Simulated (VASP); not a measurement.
# Li2GeAs2 (I4/mmm) in VASP: further runs

Runs on Li2GeAs2. Level: PBE. Tasks: single point, relaxation of cell and atoms.

All numbers are computed with VASP 6.6.1; they aren't measurements. Logs are shortened: lines on timing, memory, paths and dates and some standing lists are left out, and cuts for length are marked.

**1. The cell of the first run**

Symmetry: I4/mmm, No. 139, tetragonal system. Conventional cell: a = 4.157 Å, b = 4.157 Å, c = 10.615 Å, α = 90.00°, β = 90.00°, γ = 90.00°. Li (site symmetry -4m2) is surrounded by 4 As at 2.54 Å. Around Ge (site symmetry 4/mmm) lie 8 As at 3.17 Å and 8 Li at 3.37 Å. Around As (site symmetry 4mm) lie 1 As at 2.38 Å and 4 Li at 2.54 Å.

The cell was built by a generator and needn't be a form met in nature.

**2. Single point, PBE (species swapped into the HoGe2Pd2 type (I4/mmm, No. 139))**

INCAR

```
ALGO = Normal ; EDIFF = 1E-6
ENCUT = 520 ; GGA = PE
ISIF = 2 ; ISMEAR = 0
LASPH = T ; LCHARG = T
LELF = T ; LREAL = F
LVHAR = T ; LWAVE = F
NBANDS = 23 ; NELM = 100
PREC = Accurate ; SIGMA = 0.1
```

KPOINTS

```
k-points
0
Gamma
  6 6 6
```

POSCAR

```
Li2GeAs2
1.0
   -2.0784121813      2.0784121813      5.3076077104
    2.0784121813     -2.0784121813      5.3076077104
    2.0784121813      2.0784121813     -5.3076077104
Li Ge As
2 1 2
Direct
    0.7500000000      0.2500000000      0.5000000000
    0.2500000000      0.7500000000      0.5000000000
    0.0000000000      0.0000000000      0.0000000000
    0.3880440972      0.3880440972      0.0000000000
    0.6119559028      0.6119559028      0.0000000000
```

Potentials or basis: VASP PAW PBE potentials, release 64 (Li_sv, Ge_d, As).

On the command line:

```console
$ cat potpaw_PBE.64/Li_sv/POTCAR potpaw_PBE.64/Ge_d/POTCAR potpaw_PBE.64/As/POTCAR > POTCAR
$ mpirun -np 1 vasp_std > vasp.out
```

OUTCAR:

```text
EDIFF = 1E-6
   ENCUT = 520
   GGA = PE
   ISIF = 2
   ISMEAR = 0
   LASPH = T
   LREAL = F
   NELM = 100
   PREC = Accurate

 ion  position               nearest neighbor table
   1  0.750  0.250  0.500-   5 2.54   4 2.54   4 2.54   5 2.54
   2  0.250  0.750  0.500-   5 2.54   4 2.54   4 2.54   5 2.54
   3  0.000  0.000  0.000-
   4  0.388  0.388  0.000-   5 2.38   2 2.54   1 2.54   2 2.54   1 2.54
   5  0.612  0.612  0.000-   4 2.38   1 2.54   2 2.54   1 2.54   2 2.54

  LATTYP: Found a body centered tetragonal cell.
 ALAT       =     4.1568243626
 C/A-ratio  =     2.5536838930

  Lattice vectors:

 A1 = (  -2.0784121813,   2.0784121813,   5.3076077104)
 A2 = (   2.0784121813,  -2.0784121813,   5.3076077104)
 A3 = (   2.0784121813,   2.0784121813,  -5.3076077104)

Analysis of symmetry for initial positions (statically):
=====================================================================
 Subroutine PRICEL returns:
 Original cell was already a primitive cell.

 Routine SETGRP: Setting up the symmetry group for a
 body centered tetragonal supercell.

 Subroutine GETGRP returns: Found 16 space group operations
 (whereof 16 operations were pure point group operations)
 out of a pool of 16 trial point group operations.

The static configuration has the point symmetry D_4h.

Analysis of symmetry for dynamics (positions and initial velocities):
=====================================================================
 Subroutine PRICEL returns:
 Original cell was already a primitive cell.

 Routine SETGRP: Setting up the symmetry group for a
 body centered tetragonal supercell.

 Subroutine GETGRP returns: Found 16 space group operations
 (whereof 16 operations were pure point group operations)
 out of a pool of 16 trial point group operations.

The dynamic configuration has the point symmetry D_4h.

 Subroutine INISYM returns: Found 16 space group operations
 (whereof 16 operations are pure point group operations),
 and found     1 'primitive' translations

----------------------------------------------------------------------------------------

                                     Primitive cell

  volume of cell :      91.7112

[... 92 lines left out ...]
   ENCUT  =  520.0 eV  38.22 Ry    6.18 a.u.  11.28 11.28 11.28*2*pi/ulx,y,z
   NELM   =    100;   NELMIN=  2; NELMDL= -5     # of ELM steps
   EDIFF  = 0.1E-05   stopping-criterion for ELM
   LREAL  =      F    real-space projection
   EDIFFG = 0.1E-04   stopping-criterion for IOM
   NSW    =      0    number of steps for IOM
   IBRION =     -1    ionic relax: 0-MD 1-quasi-New 2-CG
   NFREE  =      0    steps in history (QN), initial steepest desc. (CG)
   ISIF   =      2    stress and relaxation
   ISYM   =      2    0-nonsym 1-usesym 2-fastsym
   POTIM  = 0.5000    time-step for ionic-motion
   TEBEG  =    0.0;   TEEND  =   0.0 temperature during run
   PSTRESS=    0.0 pullay stress
   NELECT =      30.0000    total number of electrons
   NUPDOWN=      -1.0000    fix difference up-down
   EMIN   =  10.00;   EMAX   =-10.00  energy-range for DOS
   EFERMI =   0.00;   METHOD = LEGACY
   ISMEAR =     0;   SIGMA  =   0.10  broadening in eV -4-tet -1-fermi 0-gaus
   EFERMI_NEDOS =   21; number of points for ismear=-14 and -15
   IALGO  =     38    algorithm
   IMIX   =      4    mixing-type and parameters
     AMIX     =   0.40;   BMIX     =  1.00
     AMIX_MAG =   1.60;   BMIX_MAG =  1.00
  volume/ion in A,a.u.               =      18.34       123.78
  Fermi-wavevector in a.u.,A,eV,Ry     =   1.127997  2.131605 17.311737  1.272377
  Thomas-Fermi vector in A             =   2.264685
   LORBIT       =      0    0 simple, 1 ext, 2 COOP (PROOUT), +10 PAW based schemes
   GGA     = PE    functional components
   LHFCALC =     F    Hartree Fock is set to
   AEXX    =    0.0000 exact exchange contribution
   IVDW    =     0    specifies the selected vdW correction
   LEPSILON=     F    determine dielectric tensor
   LRPA    =     F    only Hartree local field effects (RPA)
 non-spin polarized calculation
 Gauss-broadening in eV      SIGMA  =   0.10
  energy-cutoff  :      520.00
  volume of cell :       91.71
 maximum number of plane-waves:      2490
 NGX is ok and might be reduce to    48
   NGX = 23   NGY = 23   NGZ = 23

 number of electron      29.9999994 magnetization

 Free energy of the ion-electron system (eV)
  ---------------------------------------------------
  ext. energy  EPLUGINS =         0.00000000
  ---------------------------------------------------
  free energy    TOTEN  =       -18.52952622 eV

  energy without entropy =      -18.52230718  energy(sigma->0) =      -18.52591670

 E-fermi :   4.3485     XC(G=0):  -9.5483

 val. band max:        4.2754135027   @ k =  -0.1667   0.3333   0.1667
 cond. band min:       4.3708979123   @ k =  -0.3333  -0.3333   0.3333
 fundamental gap:      0.0954844096
 Fermi energy:         4.3485261177

 k-point     1 :       0.0000    0.0000    0.0000
  band No.  band energies     occupation
      1     -41.8110      2.00000
      2     -41.7896      2.00000
      3     -21.0919      2.00000
      4     -21.0902      2.00000
      5     -21.0421      2.00000
      6     -21.0421      2.00000
[... 613 lines left out ...]
     22      10.3054      0.00000
     23      10.7659      0.00000

 [... further k-points ...]

------------------------ aborting loop because EDIFF is reached ----------------------------------------

  FORCE on cell =-STRESS in cart. coord.  units (eV):
  Direction    XX          YY          ZZ          XY          YZ          ZX
  --------------------------------------------------------------------------------------
  -------------------------------------------------------------------------------------
  Total        0.1668364      0.1668364      0.1162666      0.0000000     -0.0000000      0.0000000
  in kB        2.9146011      2.9146011      2.0311562      0.0000000     -0.0000000      0.0000000
  external PRESSURE =       2.6201195 kB  Pullay stress =       0.0000000 kB

 VOLUME and BASIS-vectors are now :
 -----------------------------------------------------------------------------
  energy-cutoff  :      520.00
  volume of cell :       91.71
      direct lattice vectors                 reciprocal lattice vectors
    -2.078412181  2.078412181  5.307607710     0.000000000  0.240568259  0.094204400
     2.078412181 -2.078412181  5.307607710     0.240568259  0.000000000  0.094204400
     2.078412181  2.078412181 -5.307607710     0.240568259  0.240568259  0.000000000

 POSITION                                       TOTAL-FORCE (eV/Angst)
 -----------------------------------------------------------------------------------
      0.00000      2.07841      2.65380         0.000000      0.000000      0.000000
      2.07841      0.00000      2.65380         0.000000      0.000000     -0.000000
      0.00000      0.00000      0.00000         0.000000      0.000000      0.000000
      0.00000      0.00000      4.11917        -0.000000     -0.000000     -0.064455
      0.00000      0.00000      6.49604         0.000000      0.000000      0.064455
 -----------------------------------------------------------------------------------
    total drift:                                0.000000     -0.000000     -0.000000

  FREE ENERGIE OF THE ION-ELECTRON SYSTEM (eV)
  ---------------------------------------------------
  free  energy   TOTEN  =       -18.5295262242 eV

  energy  without entropy=      -18.5223071828  energy(sigma->0) =      -18.52591670
```

It took 2.5 min on 1 thread of Intel Xeon Platinum 8559C (Emerald Rapids), shared host; peak memory 0.35 GiB.

What came out:

```
Free energy            : -18.5295 eV
Largest force          : 0.064 eV/Å
Band gap on the k mesh : none (metal or under the smearing width)
```

Forces in eV/Å, atoms in the order of the input:
```
Li   0.000  0.000  0.000
Li   0.000  0.000  0.000
Ge   0.000  0.000  0.000
As   0.000  0.000 -0.064
As   0.000  0.000  0.064
```

Caveat: the cutoff is under 1.25 times the usual one of these potentials, so pressure, stress and relaxed cells hold a basis-set (Pulay) error.

**3. Relaxation of cell and atoms, PBE (species swapped into the HoGe2Pd2 type (I4/mmm, No. 139))**

INCAR

```
SYSTEM = Li2GeAs2
  ALGO = Normal
  EDIFF = 1E-6
  EDIFFG = -0.04
  ENCUT = 600
  GGA = PE
  IBRION = 2
  ISIF = 3
  ISMEAR = 0
  LASPH = .TRUE.
  LCHARG = .FALSE.
  LREAL = .FALSE.
  LWAVE = .FALSE.
  NELM = 100
  NSW = 90
  PREC = Accurate
  SIGMA = 0.1
```

KPOINTS

```
k-points
0
G
  6 6 6
  0 0 0
```

POSCAR

```
Li2GeAs2
1.0
   -2.0803340700      2.0803340700      4.9453356800
    2.0803340700     -2.0803340700      4.9453356800
    2.0803340700      2.0803340700     -4.9453356800
Li Ge As
2 1 2
Direct
    0.7500000000      0.2500000000      0.5000000000
    0.2500000000      0.7500000000      0.5000000000
    0.0000000000      0.0000000000      0.0000000000
    0.3765000100      0.3765000100      0.0000000000
    0.6234999900      0.6234999900      0.0000000000
```

Potentials or basis: VASP PAW PBE potentials, release 64 (Li_sv, Ge_d, As).

On the command line:

```console
$ cat potpaw_PBE.64/Li_sv/POTCAR potpaw_PBE.64/Ge_d/POTCAR potpaw_PBE.64/As/POTCAR > POTCAR
$ mpirun -np 1 vasp_std > vasp.out
```

OUTCAR:

```text
SYSTEM = Li2GeAs2
   EDIFF = 1E-6
   EDIFFG = -0.04
   ENCUT = 600
   GGA = PE
   IBRION = 2
   ISIF = 3
   ISMEAR = 0
   LASPH = .TRUE.
   LREAL = .FALSE.
   NELM = 100
   NSW = 90
   PREC = Accurate

 ion  position               nearest neighbor table
   1  0.750  0.250  0.500-   4 2.43   5 2.43   4 2.43   5 2.43
   2  0.250  0.750  0.500-   4 2.43   5 2.43   4 2.43   5 2.43
   3  0.000  0.000  0.000-
   4  0.377  0.377  0.000-   1 2.43   2 2.43   2 2.43   1 2.43   5 2.44
   5  0.623  0.623  0.000-   2 2.43   1 2.43   1 2.43   2 2.43   4 2.44

  LATTYP: Found a body centered tetragonal cell.
 ALAT       =     4.1606681400
 C/A-ratio  =     2.3771834300

  Lattice vectors:

 A1 = (  -2.0803340700,   2.0803340700,   4.9453356800)
 A2 = (   2.0803340700,  -2.0803340700,   4.9453356800)
 A3 = (   2.0803340700,   2.0803340700,  -4.9453356800)

Analysis of symmetry for initial positions (statically):
=====================================================================
 Subroutine PRICEL returns:
 Original cell was already a primitive cell.

 Routine SETGRP: Setting up the symmetry group for a
 body centered tetragonal supercell.

[... 182 lines left out ...]
  -------------------------------------------------------------------------------------
  Total        1.6605224      1.6605224      2.0762524      0.0000000      0.0000000      0.0000000
  in kB       31.0765928     31.0765928     38.8569584      0.0000000      0.0000000      0.0000000
  external PRESSURE =      33.6700480 kB  Pullay stress =       0.0000000 kB
[... 221 lines left out ...]
--------------------------------------- Ionic step        7  -------------------------------------------

 number of electron      29.9999996 magnetization

 Free energy of the ion-electron system (eV)
  ---------------------------------------------------
  ext. energy  EPLUGINS =         0.00000000
  ---------------------------------------------------
  free energy    TOTEN  =       -18.52739674 eV

  energy without entropy =      -18.52047348  energy(sigma->0) =      -18.52393511

 E-fermi :   4.2627     XC(G=0):  -9.5062

 val. band max:        4.1829250392   @ k =  -0.1667   0.3333   0.1667
 cond. band min:       4.2862649046   @ k =  -0.3333  -0.3333   0.3333
 fundamental gap:      0.1033398654
 Fermi energy:         4.2627029653

 k-point     1 :       0.0000    0.0000    0.0000
  band No.  band energies     occupation
      1     -41.8940      2.00000
      2     -41.8738      2.00000
      3     -21.1915      2.00000
      4     -21.1897      2.00000
      5     -21.1414      2.00000
      6     -21.1414      2.00000
[... 505 lines left out ...]
      6     -21.1413      2.00000
[... 11 lines left out ...]
     18       6.6563      0.00000
     19       6.8419      0.00000

 [... further k-points ...]

------------------------ aborting loop because EDIFF is reached ----------------------------------------

  FORCE on cell =-STRESS in cart. coord.  units (eV):
  Direction    XX          YY          ZZ          XY          YZ          ZX
  --------------------------------------------------------------------------------------
  -------------------------------------------------------------------------------------
  Total       -0.1570230     -0.1570230     -0.1380619      0.0000000     -0.0000000      0.0000000
  in kB       -2.7148774     -2.7148774     -2.3870459      0.0000000     -0.0000000      0.0000000
  external PRESSURE =      -2.6056002 kB  Pullay stress =       0.0000000 kB
[... 20 lines left out ...]
  FREE ENERGIE OF THE ION-ELECTRON SYSTEM (eV)
  ---------------------------------------------------
  free  energy   TOTEN  =       -18.5273967441 eV

  energy  without entropy=      -18.5204734829  energy(sigma->0) =      -18.52393511

 reached required accuracy - stopping structural energy minimisation
```

CONTCAR:

```text
Li2GeAs2
   1.00000000000000
    -2.0880125416112452    2.0880125416112452    5.3137061269246324
     2.0880125416112452   -2.0880125416112452    5.3137061269246324
     2.0880125416112452    2.0880125416112452   -5.3137061269246324
  Li              Ge              As
     2     1     2
Direct
     0.7500000000000000    0.2500000000000000    0.5000000000000000
     0.2500000000000000    0.7500000000000000    0.5000000000000000
     0.0000000000000000    0.0000000000000000    0.0000000000000000
     0.3879106087901105    0.3879106087901105    0.0000000000000000
     0.6120893912098896    0.6120893912098896    0.0000000000000000

  0.00000000E+00  0.00000000E+00  0.00000000E+00
  0.00000000E+00  0.00000000E+00  0.00000000E+00
  0.00000000E+00  0.00000000E+00  0.00000000E+00
  0.00000000E+00  0.00000000E+00  0.00000000E+00
  0.00000000E+00  0.00000000E+00  0.00000000E+00
```

It took 8.4 min on 1 thread of Intel Xeon Platinum 8559C (Emerald Rapids), shared host; peak memory 0.39 GiB.

Results:

```yaml
Free_energy: -18.5274 eV
Relaxed_volume: 18.53 Å³/atom
Relaxed_cell: a = 6.079 Å, b = 6.079 Å, c = 6.079 Å, α = 139.82°, β = 139.82°, γ = 58.12°
Space_group_after_relaxing_to_0.05_Å: I4/mmm (No. 139)
Energy_gained_by_relaxing: 41.9 meV/atom
Ionic_steps: 7
Pressure_after_relaxing: -0.3 GPa
Largest_force_after_relaxing: 0.031 eV/Å
Band_gap_on_the_k_mesh: none (metal or under the smearing width)
```

Forces on the atoms (eV/Å):
```
Li   0.000  0.000  0.000
Li   0.000  0.000  0.000
Ge   0.000  0.000  0.000
As   0.000  0.000 -0.031
As   0.000  0.000  0.031
```

The path:
| step | energy change (eV) | largest force (eV/Å) | pressure (GPa) | volume (Å³) |
| --- | --- | --- | --- | --- |
| 1 | 0.0000 | 1.1524 | 3.37 | 85.61 |
| 2 | -0.1422 | 0.1979 | 1.03 | 90.15 |
| 3 | -0.1527 | 0.1552 | 0.52 | 91.66 |
| 4 | -0.1878 | 0.3275 | -0.92 | 93.72 |
| 5 | -0.1882 | 0.3672 | -1.01 | 93.92 |
| 6 | -0.2069 | 0.1196 | -0.58 | 93.12 |
| 7 | -0.2097 | 0.0314 | -0.26 | 92.67 |

Final structure:
```yaml
crystal:
  lattice:
    - [-2.08801, 2.08801, 5.31371]
    - [2.08801, -2.08801, 5.31371]
    - [2.08801, 2.08801, -5.31371]
  atoms:
    - { symbol: Li, position: [0.75000, 0.25000, 0.50000] }
    - { symbol: Li, position: [0.25000, 0.75000, 0.50000] }
    - { symbol: Ge, position: [0.00000, 0.00000, 0.00000] }
    - { symbol: As, position: [0.38791, 0.38791, 0.00000] }
    - { symbol: As, position: [0.61209, 0.61209, 0.00000] }
```

Levels at points of the mesh, in eV from the Fermi level:
```csv
k point,band 12,band 13,band 14,band 15,band 16,band 17,band 18,band 19
"(0.00, 0.00, 0.00)",-2.71,-2.71,-1.22,-1.22,-0.99,2.84,3.21,3.21
"(0.50, 0.00, 0.00)",-2.53,-1.93,-1.53,-0.18,-0.15,0.61,1.34,2.86
"(0.50, 0.50, 0.00)",-4.86,-3.73,-2.25,-1.37,-1.27,2.48,2.75,3.79
"(0.50, 0.50, 0.50)",-3.33,-2.70,0.15,0.52,0.52,1.30,2.70,2.70
```

Caveat: the cutoff is under 1.25 times the usual one of these potentials, so pressure, stress and relaxed cells hold a basis-set (Pulay) error.

**4. Single point, PBE (species swapped into the HoGe2Pd2 type (I4/mmm, No. 139))**

INCAR

```
ALGO = Fast
EDIFF = 1E-7
ENCUT = 520
GGA = PE
ISIF = 2
ISMEAR = 0
LASPH = T
LCHARG = F
LREAL = F
LWAVE = F
NBANDS = 23
NELM = 100
PREC = Accurate
SIGMA = 0.1
```

KPOINTS

```
k-points
0
Gamma
  12 12 12
```

POSCAR

```
Li2GeAs2
1.0
   -2.0798211271      2.0798211271      5.3102180689
    2.0798211271     -2.0798211271      5.3102180689
    2.0798211271      2.0798211271     -5.3102180689
Li Ge As
2 1 2
Direct
    0.7500000000      0.2500000000      0.5000000000
    0.2500000000      0.7500000000      0.5000000000
    0.0000000000      0.0000000000      0.0000000000
    0.3874578766      0.3874578766      0.0000000000
    0.6125421234      0.6125421234      0.0000000000
```

On the command line:

```console
$ cat potpaw_PBE.64/Li_sv/POTCAR potpaw_PBE.64/Ge_d/POTCAR potpaw_PBE.64/As/POTCAR > POTCAR
$ mpirun -np 1 vasp_std > vasp.out
```

Wall time 42 min (1 thread of Intel Xeon Platinum 8488C (Sapphire Rapids), shared host); peak memory 0.59 GiB.

The run converged, but a check on its numbers failed (symmetry, net force, bounds or a known fault of this set-up), so they aren't taken as properties of the crystal.

Caveat: the cutoff is under 1.25 times the usual one of these potentials, so pressure, stress and relaxed cells hold a basis-set (Pulay) error.
